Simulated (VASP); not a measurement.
# Mg6FeNi (P-6m2) in VASP: reference runs, part 2 of 2

VASP 6.6.1. Earlier steps stand in the parts before.

## (3) Single point, PBE, collinear spin, ferromagnetic start (atoms moved at random, drawn with an rms of 0.05 Å)

INCAR reads:

```
SYSTEM = Mg6FeNi
  ALGO = Normal
  EDIFF = 1E-7
  ENCUT = 520
  GGA = PE
  ISIF = 2
  ISMEAR = -1
  ISPIN = 2
  LASPH = .TRUE.
  LCHARG = .FALSE.
  LMAXMIX = 4
  LORBIT = 11
  LREAL = .FALSE.
  LWAVE = .FALSE.
  MAGMOM = 1 3 0 0 0 0 0 0
  NBANDS = 29
  NELM = 120
  PREC = Accurate
  SIGMA = 0.05
```

KPOINTS reads:

```
k-points
0
G
  5 5 6
  0 0 0
```

POSCAR reads:

```
Mg6FeNi
1.0
    5.9952918484      0.0000000000      0.0000000000
   -2.9976459242      5.1920750438      0.0000000000
    0.0000000000      0.0000000000      4.7446870000
Ni Fe Mg
1 1 6
Direct
    0.3322000000      0.6694060000      0.4997150000
   -0.0012640000     -0.0046230000      0.0062140000
    0.8479620000      0.1633940000      0.5019320000
    0.3196620000      0.1516430000      0.4917330000
    0.8501850000      0.6830250000      0.5007040000
    0.4825470000      0.5074800000     -0.0030180000
    0.0086730000      0.5082560000     -0.0061770000
    0.4855760000      0.9924640000      0.0030770000
```

Potentials or basis: VASP PAW PBE potentials, release 64 (Ni, Fe, Mg).

Command:

```console
> cat potpaw_PBE.64/Ni/POTCAR potpaw_PBE.64/Fe/POTCAR potpaw_PBE.64/Mg/POTCAR > POTCAR
> mpirun -np 1 vasp_std > vasp.out
```

OUTCAR:

```text
SYSTEM = Mg6FeNi
   EDIFF = 1E-7
   ENCUT = 520
   GGA = PE
   ISIF = 2
   ISMEAR = -1
   ISPIN = 2
   LASPH = .TRUE.
   LORBIT = 11
   LREAL = .FALSE.
   NELM = 120
   PREC = Accurate

 ion  position               nearest neighbor table
   1  0.332  0.669  0.500-   6 2.86   7 2.88   6 2.88   8 2.89   8 2.92   7 2.93   4 2.93   5 2.93
                             3 2.97   3 3.03   5 3.07   4 3.07
   2  0.999  0.995  0.006-   4 2.84   5 2.85   3 2.88   5 2.90   3 2.91   8 2.93   7 2.95   4 2.96
                             6 2.99   6 3.01   7 3.05   8 3.07
   3  0.848  0.163  0.502-   4 2.86   2 2.88   5 2.89   2 2.91   7 2.94   1 2.97   7 3.00   8 3.02
                             1 3.03   8 3.03   5 3.11   4 3.13
   4  0.320  0.152  0.492-   5 2.81   2 2.84   3 2.86   8 2.87   1 2.93   8 2.96   2 2.96   6 2.99
                             6 3.03   1 3.07   3 3.13   5 3.18
   5  0.850  0.683  0.501-   4 2.81   2 2.85   3 2.89   2 2.90   7 2.91   1 2.93   7 2.96   6 3.03
                             6 3.06   1 3.07   3 3.11   4 3.18
   6  0.483  0.507  0.997-   7 2.84   1 2.86   1 2.88   8 2.90   4 2.99   2 2.99   2 3.01   4 3.03
                             5 3.03   5 3.06   8 3.10   7 3.15
   7  0.009  0.508  0.994-   6 2.84   8 2.88   1 2.88   5 2.91   1 2.93   3 2.94   2 2.95   5 2.96
                             3 3.00   2 3.05   8 3.11   6 3.15
   8  0.486  0.992  0.003-   4 2.87   7 2.88   1 2.89   6 2.90   1 2.92   2 2.93   4 2.96   3 3.02
                             3 3.03   2 3.07   6 3.10   7 3.11

  LATTYP: Found a hexagonal cell.
 ALAT       =     5.9952918484
 C/A-ratio  =     0.7914021736

  Lattice vectors:

 A1 = (   5.9952918484,   0.0000000000,   0.0000000000)
 A2 = (  -2.9976459242,   5.1920750438,   0.0000000000)
 A3 = (   0.0000000000,   0.0000000000,   4.7446870000)

Analysis of symmetry for initial positions (statically):
=====================================================================
 Subroutine PRICEL returns:
 Original cell was already a primitive cell.

 Routine SETGRP: Setting up the symmetry group for a
 hexagonal supercell.

 Subroutine GETGRP returns: Found  1 space group operations
 (whereof  1 operations were pure point group operations)
 out of a pool of 24 trial point group operations.

The static configuration has the point symmetry C_1 .

Analysis of symmetry for dynamics (positions and initial velocities):
=====================================================================
 Subroutine PRICEL returns:
 Original cell was already a primitive cell.

 Routine SETGRP: Setting up the symmetry group for a
 hexagonal supercell.

 Subroutine GETGRP returns: Found  1 space group operations
 (whereof  1 operations were pure point group operations)
 out of a pool of 24 trial point group operations.

The dynamic configuration has the point symmetry C_1 .

Analysis of structural, dynamic, and magnetic symmetry:
=====================================================================
 Subroutine PRICEL returns:
 Original cell was already a primitive cell.

 Routine SETGRP: Setting up the symmetry group for a
 hexagonal supercell.

 Subroutine GETGRP returns: Found  1 space group operations
 (whereof  1 operations were pure point group operations)
 out of a pool of 24 trial point group operations.

The overall configuration has the point symmetry C_1 .

 Subroutine INISYM returns: Found  1 space group operations
 (whereof  1 operations are pure point group operations),
 and found     1 'primitive' translations

----------------------------------------------------------------------------------------

                                     Primitive cell

  volume of cell :     147.6926

  direct lattice vectors                    reciprocal lattice vectors
[... 122 lines left out ...]
  Thomas-Fermi vector in A             =   2.091791
   LORBIT       =     11    0 simple, 1 ext, 2 COOP (PROOUT), +10 PAW based schemes
   GGA     = PE    functional components
   LHFCALC =     F    Hartree Fock is set to
   AEXX    =    0.0000 exact exchange contribution
   IVDW    =     0    specifies the selected vdW correction
   LEPSILON=     F    determine dielectric tensor
   LRPA    =     F    only Hartree local field effects (RPA)
 spin polarized calculation
  energy-cutoff  :      520.00
  volume of cell :      147.69
 maximum number of plane-waves:      4014
 NGX is ok and might be reduce to    48
   NGX = 23   NGY = 23   NGZ = 17

 number of electron      29.9999992 magnetization       2.3707232

 Free energy of the ion-electron system (eV)
  ---------------------------------------------------
  ext. energy  EPLUGINS =         0.00000000
  ---------------------------------------------------
  free energy    TOTEN  =       -21.86019600 eV

  energy without entropy =      -21.78930415  energy(sigma->0) =      -21.82475008

 E-fermi :   3.4648     XC(G=0):  -9.4917

 val. band max:        3.4639727453   @ k =   0.4000   0.4000   0.5000
 cond. band min:       3.4657179739   @ k =   0.0000   0.4000   0.5000
 fundamental gap:      0.0017452286
 Fermi energy:         3.4648401028

 spin component 1

 k-point     1 :       0.0000    0.0000    0.0000
  band No.  band energies     occupation
      1      -3.7903      1.00000
      2       0.5222      1.00000
      3       0.7714      1.00000
      4       0.8185      1.00000
      5       1.1166      1.00000
      6       1.1275      1.00000
[... 709 lines left out ...]
     26       9.0455      0.00000
     27       9.1800      0.00000

 [... further k-points ...]

 spin component 2

 k-point     1 :       0.0000    0.0000    0.0000
  band No.  band energies     occupation
      1      -3.7845      1.00000
      2       0.9133      1.00000
      3       1.1784      1.00000
      4       1.2337      1.00000
      5       1.3046      1.00000
      6       1.5098      1.00000
[... 709 lines left out ...]
     26       9.1316      0.00000
     27       9.1900      0.00000

 [... further k-points ...]

 [bands above 27 left out]

------------------------ aborting loop because EDIFF is reached ----------------------------------------

  FORCE on cell =-STRESS in cart. coord.  units (eV):
  Direction    XX          YY          ZZ          XY          YZ          ZX
  --------------------------------------------------------------------------------------
  -------------------------------------------------------------------------------------
  Total       -0.5903191     -0.6352085     -0.3572447     -0.4396408      0.0704671     -0.0772979
  in kB       -6.4038120     -6.8907739     -3.8754083     -4.7692457      0.7644309     -0.8385314
  external PRESSURE =      -5.7233314 kB  Pullay stress =       0.0000000 kB

 VOLUME and BASIS-vectors are now :
 -----------------------------------------------------------------------------
  energy-cutoff  :      520.00
  volume of cell :      147.69
      direct lattice vectors                 reciprocal lattice vectors
     5.995291848  0.000000000  0.000000000     0.166797551  0.096300611  0.000000000
    -2.997645924  5.192075044  0.000000000     0.000000000  0.192601222  0.000000000
     0.000000000  0.000000000  4.744687000     0.000000000  0.000000000  0.210762059

 POSITION                                       TOTAL-FORCE (eV/Angst)
 -----------------------------------------------------------------------------------
     -0.01501      3.47561      2.37099        -0.005665      0.015860     -0.015038
      3.00393      5.16807      0.02948        -0.106054      0.054378     -0.134574
      4.59398      0.84835      2.38151        -0.057490     -0.068824     -0.034482
      1.46189      0.78734      2.33312         0.010204      0.246803      0.211509
      3.04964      3.54632      2.37568        -0.237958     -0.153015     -0.057593
      1.37176      2.63487      4.73037         0.128246      0.067748      0.000868
     -1.47157      2.63890      4.71538         0.027366     -0.011958      0.153858
     -0.06389      5.15295      0.01460         0.241352     -0.150991     -0.124549
 -----------------------------------------------------------------------------------
    total drift:                                0.000339     -0.000567     -0.000456

  FREE ENERGIE OF THE ION-ELECTRON SYSTEM (eV)
  ---------------------------------------------------
  free  energy   TOTEN  =       -21.8601960050 eV

  energy  without entropy=      -21.7893041520  energy(sigma->0) =      -21.82475008

 total charge

# of ion       s       p       d       tot
------------------------------------------
    1        0.419   0.246   8.385   9.050
    2        0.407   0.268   6.180   6.856
    3        0.209   0.149   0.018   0.376
    4        0.212   0.152   0.019   0.383
    5        0.210   0.152   0.018   0.380
    6        0.207   0.149   0.018   0.374
    7        0.209   0.154   0.018   0.381
    8        0.208   0.153   0.018   0.379
--------------------------------------------------
tot          2.080   1.424  14.674  18.179

 magnetization (x)

# of ion       s       p       d       tot
------------------------------------------
    1        0.016   0.007   0.015   0.038
    2        0.032   0.014   2.460   2.506
    3       -0.006  -0.004  -0.001  -0.010
    4       -0.005  -0.003  -0.001  -0.009
    5       -0.006  -0.004  -0.001  -0.010
    6       -0.005  -0.006  -0.000  -0.012
    7       -0.005  -0.008  -0.001  -0.013
    8       -0.005  -0.007  -0.000  -0.012
--------------------------------------------------
tot          0.017  -0.011   2.471   2.477
```

It took 17 min on 1 thread of Intel Xeon Platinum 8559C (Emerald Rapids), shared host; peak memory 0.72 GiB.

Results:

```
Free energy                                           : -21.8602 eV
Pressure                                              : -0.6 GPa
Largest force                                         : 0.325 eV/Å
Band gap on the k mesh                                : none (metal or under the smearing width)
Net moment                                            : 2.37 μB per cell
Site moments                                          : Ni +0.04; Fe +2.51; Mg -0.01 μB
Valence electrons inside the program's atomic spheres : Ni 9.05; Fe 6.86; Mg 0.38, 0.37
```

Forces on the atoms (eV/Å):
```
Ni  -0.006  0.016 -0.015
Fe  -0.106  0.054 -0.135
Mg  -0.057 -0.069 -0.034
Mg   0.010  0.247  0.212
Mg  -0.238 -0.153 -0.058
Mg   0.128  0.068  0.001
Mg   0.027 -0.012  0.154
Mg   0.241 -0.151 -0.125
```

Levels at points of the mesh, in eV from the Fermi level:
Spin up:
```csv
k point,band 14,band 15,band 16,band 17,band 18,band 19
"(0.00, 0.00, 0.00)",-1.12,-1.05,-1.02,-0.25,-0.23,1.14
"(0.00, 0.00, 0.50)",-0.72,-0.27,-0.27,-0.25,-0.23,0.18
```
Spin down:
| k point | band 10 | band 11 | band 12 | band 13 | band 14 | band 15 | band 16 | band 17 | band 18 | band 19 |
| --- | --- | --- | --- | --- | --- | --- | --- | --- | --- | --- |
| (0.00, 0.00, 0.00) | -1.14 | -1.07 | -0.65 | -0.62 | -0.39 | -0.01 | 0.09 | 0.74 | 0.75 | 1.70 |
| (0.00, 0.00, 0.50) | -0.80 | -0.78 | -0.75 | -0.68 | -0.37 | 0.02 | 0.10 | 0.11 | 0.17 | 0.25 |
